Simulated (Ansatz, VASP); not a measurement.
# TaN: VASP beside Ansatz, part 2 of 2

One calculation is typed for both programs; each brings its own data sets. How far apart do they land? The cell is taken from a series of runs on this material, whose earlier steps may have relaxed, scaled, displaced or heated it; both programs get it as it stands.

VASP 6.6.1 and Ansatz 0.2.0.

So far: Starting point; VASP: zone-centre phonons, LDA.

### 3. Ansatz: zone-centre phonons, LDA

Level of this step: Ansatz beside VASP: Kohn-Sham DFT, plane waves, LDA (Ansatz).

Ansatz runs on its PAW soft_1 files.

The same cell, functional (in two slightly different forms), mesh and smearing now go to Ansatz, which takes its cutoff from its data sets.

Contents of input.yaml:

```yaml
crystal:
  lattice:
    - [2.9012118806, 0.0, 0.0]
    - [-1.4506059403, 2.5125231904, 0.0]
    - [0.0, 0.0, 2.8802116411]
  atoms:
    - { symbol: "N", position: [0.6666666658, 0.3333333342, 0.0] }
    - { symbol: Ta, position: [8.0e-10, -8.0e-10, 0.5] }
kpoints:
  mp_grid: { grid: [18, 18, 16] }
hamiltonian:
  xc: lda
  pseudopotentials: { kind: paw, azcp: { folder: soft_1 }, xc_functional: pbe }
scf:
  occupations: { method: methfessel_paxton, width: 0.2 }
output:
  eigenvalues: true
phonons:
  method: dfpt
```

On the command line:

```sh
ansatz run input.yaml --threads 4 --pin off --max-ram 10240MiB --backend cpu --events-out ev --progress --plain --runs-dir out
```

Numbers of over 12 decimals in the logs are rounded to 6 here.

Output:

```text
zone centre: on kpoints.mp_grid the ground state, and the responses unless they are solved on pairs of k-points, stand on 819 of the mesh's 5184 k-points, reduced under 4 symmetry operations, with k and −k counted as one. Each operation leaves every solved displacement unchanged or reverses it
Engine: ansatz 0.2.0, aarch64-unknown-linux-gnu
Pseudopotentials: kind: paw
Pseudopotential: N, paw, valence charge 5, recommended cutoff 420 eV (normal), soft_1/N.paw.azcp
Pseudopotential: Ta, paw, valence charge 13, recommended cutoff 420 eV (normal), soft_1/Ta.paw.azcp
Functional definition: SPW92
  exchange = slater_x
  correlation = pw_c
Crystal: 2 atoms, lattice volume = 20.995 Å³
Basis set: ecut = 420 eV, 405 PW (Γ), exchange–correlation on 40×40×40 points (8 copies of the dense FFT grid, shifted against one another)
Bands: 13, of which v1, the nominal top of the filled ones, is band 9 counted from 1 (8 counted from 0)
Symmetry: 12 space group operations
k-points: 819 of 5184 (irreducible under 4 space group operations, time reversal used)
Non-local potential: N, projectors of the file, l = 0: 2, l = 1: 2, l = 2: 1
Non-local potential: Ta, projectors of the file, l = 0: 3, l = 1: 2, l = 2: 2, l = 3: 1
PAW form: soft (Blöchl's): semilocal exchange-correlation on the pseudo side does not see the compensation charge
PAW frozen core: N, regenerated for the run's functional, and the local potential with it (the file was generated under x = pbe(κ = 0.804, μ = 0.219515), c = pbe(β = 0.066725))
PAW frozen core: Ta, regenerated for the run's functional, and the local potential with it (the file was generated under x = pbe(κ = 0.804, μ = 0.219515), c = pbe(β = 0.066725))
PAW one-centre angular grid: N, 110 points (default); XC on 64 Gauss nodes
PAW one-centre angular grid: Ta, 590 points (default); XC on 64 Gauss nodes
Initial density: superposition of atomic densities (chi_scale 0.1, normalization cell, long waves kept (reshape's long-wave potential 0.00 eV rms))
Initial wavefunctions: pseudopotential atomic-orbital guess
Functional: x = slater, c = lda
SCF iter   1: F=—  HF=-10060.078574 eV  |F-HF|=—  |Δ(HF+E_count)|=         —  Δρ=4.85e-2  dr2=2.94e-1  ethr=3.10e-3  ⟨swp⟩=5.0  Hψ=53016  notcnv=0
preconditioner: auto → none  [metal: Δε(μ)=0.068 eV  Ē_g=11.306 eV  σ=0.200 eV  W_gap=0.28  n_scr=8 (ndim 8)  ℏωp=25.6 eV  f_vac=0.000  D(μ)=0.05/eV (n_scr^D=0)  sad-step TF]
SCF iter   2: F=—  HF=-10060.051913 eV  |F-HF|=—  |Δ(HF+E_count)|=   2.67e-2  S|Δr|=    0.00e0  Δρ=3.02e-2  dr2=1.23e-1  ethr=1.63e-3  ⟨swp⟩=1.0  Hψ=17199  notcnv=0
SCF iter   3: F=—  HF=-10060.027718 eV  |F-HF|=—  |Δ(HF+E_count)|=   2.42e-2  S|Δr|=    0.00e0  Δρ=1.49e-3  dr2=2.31e-4  ethr=6.83e-4  ⟨swp⟩=2.7  Hψ=14751  notcnv=0
SCF iter   4: F=—  HF=-10060.027777 eV  |F-HF|=—  |Δ(HF+E_count)|=   5.93e-5  S|Δr|=    0.00e0  Δρ=3.15e-4  dr2=2.21e-5  ethr=1.28e-6  ⟨swp⟩=2.2  Hψ=16992  notcnv=0
SCF iter   5: F=—  HF=-10060.027771 eV  |F-HF|=—  |Δ(HF+E_count)|=   6.53e-6  S|Δr|=    0.00e0  Δρ=3.10e-5  dr2=5.55e-8  ethr=1.23e-7  ⟨swp⟩=2.6  Hψ=16046  notcnv=0
SCF iter   6: F=—  HF=-10060.027770 eV  |F-HF|=—  |Δ(HF+E_count)|=   2.34e-7  S|Δr|=    0.00e0  Δρ=3.62e-6  dr2=8.81e-10  ethr=3.08e-10  ⟨swp⟩=2.2  Hψ=16059  notcnv=0
SCF iter   7: F=-10060.027770 eV  HF=-10060.027770 eV  |F-HF|=0.00e0  |Δ(HF+E_count)|=  2.00e-11  S|Δr|=    0.00e0  Δρ=1.96e-7  dr2=5.47e-12  ethr=1.00e-12  ⟨swp⟩=4.8  Hψ=53398  notcnv=0
SCF 1 converged in 7 iterations: F = -10060.027770 eV  dr2 = 5.47e-12
  greatest PAW one-centre occupation: 0.999 electrons in one spin orbital (limit 2), on the Ta atom at site 1 (counted from 0), in its partial waves of l = 0
DFPT response loops at Γ: preconditioner auto → Kerker (q_TF=auto, 2.659 Å⁻¹) (partly filled bands, converged f_vac=0.000); β = 1.00, the filter's whole step (`scf.mixing.beta` (0.50) is not read by the response loops under this deck's `scf.mixing.preconditioner`; to damp them name `kerker` or `kerker_dos`, under which they read `scf.mixing.beta`, and type it under 1.00, their step now; both keys bind the ground state too); Broyden in place of MSR1
SCF converged after 7 iterations
Stability not checked: this state was not tested for a lower state beside it, because cold or Methfessel-Paxton smearing, or corrected tetrahedra, fill the levels in a way that the test cannot read (fill_not_monotonic; see scf.lower_state_search)
Free energy (F): -10060.027770 eV
Harris-Foulkes:  -10060.027770 eV  (|F-HF|=0.00e0)
Internal energy: -10060.028325 eV  (E = F + TS)
E sigma→0 (E₀):  -10060.027909 eV
Entropy (-TS):   0.000555 eV (0.277 meV/atom)
Fermi energy:    20.266457 eV
--- Per-component energies (eV) ---
  E_band       = -49.628269
  E_kinetic    = 525.030397
  E_local      = -576.624001  (includes V_loc(G=0)·N_el)
  E_nonlocal   = 30.344737
  E_hartree    = 205.866091
  E_xc         = -379.120838
  E_vxc        = -311.272568  (∫ρ·V_xc dr)
  E_paw        = -8176.678812  (= ΣΔE_a)
  E_vpaw       = -128.839920  (= ΣTr[D̂ρ^β])
  E_aug_tail   = 0.000882  (compensation charges beyond the density's cutoff)
  E_ewald      = -1689.185823
  E_core_change = 0.339041  (= ΣΔE_core)
  E_smearing   = 0.000555  (= −TS)
  E_closure    = 0.000000  (closes the sum)
  Σ components = -10060.027770   (vs F -10060.027770, Δ=0.00e0)
--- Band table (eV; the first three rows and the last of 819) ---
  k-point 0: bands = [... 5 lower, 15.7608, 15.7608, 15.9883, 17.3313, 22.9328, 23.9520, 23.9520, 24.4034]
  k-point 1: bands = [... 5 lower, 15.6729, 15.7934, 15.7934, 17.5992, 23.0697, 23.3449, 23.3449, 24.8675]
  k-point 2: bands = [... 5 lower, 14.9849, 15.8872, 15.8872, 18.1878, 22.5338, 22.5338, 23.4438, 25.2443]
  k-point 818: bands = [... 5 lower, 12.6186, 13.4403, 16.1758, 19.2862, 24.6554, 25.4322, 26.5963, 27.6350]
--- Phonons (Γ-DFPT): 4 representative perturbations + reference, on 819 of 5184 k-points (Σ response iterations 12) ---
  k mesh reduced under 4 symmetry operations, with k and −k counted as one. Each operation leaves every solved displacement unchanged or reverses it
  ASR residual: 1.650e-4 → 0.000e0 eV/Å²; symmetrization residual: 3.275e-6 eV/Å²
  ASR residual per site (eV/Å²): 1.65e-4 4.73e-5
  Γ frequencies (cm⁻¹): 0.00 0.00 0.00 535.03 535.03 551.57
  non-analytic LO–TO correction: not included (Born effective charges unavailable; polar crystals: no LO–TO splitting at Γ)
```

Reading the cycles: dr2 is the Hartree energy of the density residual (eV), the measure of convergence; HF is the Harris–Foulkes estimate of the energy, which meets the free energy F at convergence.

### 4. Differences

Known differences besides the potentials themselves: the data sets hold 18 valence electrons in Ansatz (on its PAW soft_1 files) and 16 in VASP; the cutoff is 420 eV in Ansatz and 600 eV in VASP; VASP's log shows a relativistic correction to its local exchange, Ansatz's none. Total energies have different zeros and are not compared.

Both answers:

| quantity | Ansatz | VASP | difference |
| --- | --- | --- | --- |
| optical mode 1 to 2 (cm⁻¹) | 535.0 | 538.5 | -0.64 % |
| optical mode 3 (cm⁻¹) | 551.6 | 555.0 | -0.62 % |

Modes are paired by rising frequency, not by their patterns, so a pair may set unlike modes beside each other; they are those without the splitting of longitudinal modes.

### 5. What came out

* r.m.s. difference of the optical zone-centre modes, each program's sorted by frequency (zone-centre phonons, LDA): 3.5 cm⁻¹
* difference in optical mode 1 to 2 (zone-centre phonons, LDA): -0.6 %

In words: The r.m.s. difference of the optical zone-centre modes, each program's sorted by frequency is 3.5 cm⁻¹ (zone-centre phonons, LDA). The data sets hold unlike numbers of valence electrons (18 in Ansatz and 16 in VASP), so part of the differences comes from the potentials. Among the rows given in per cent, the largest difference of the zone-centre phonons, LDA pair is in optical mode 1 to 2, -0.6 %. Such differences can come from data sets, numerical settings and the points named under the comparisons, not from the functional's error against experiment.

[Lines on the potential files, build, host, timing and source positions are cut from VASP's logs without a mark.]

[Logs are printed without paths, hosts, clocks, repeated set-up lines and the standing remarks that a program may print on its own settings, such as how far it seeks lower states.]

[Hosts, paths, dates, database ids (printed as entryN), source tags and the programs' standing remarks are cut or masked in the printed files.]
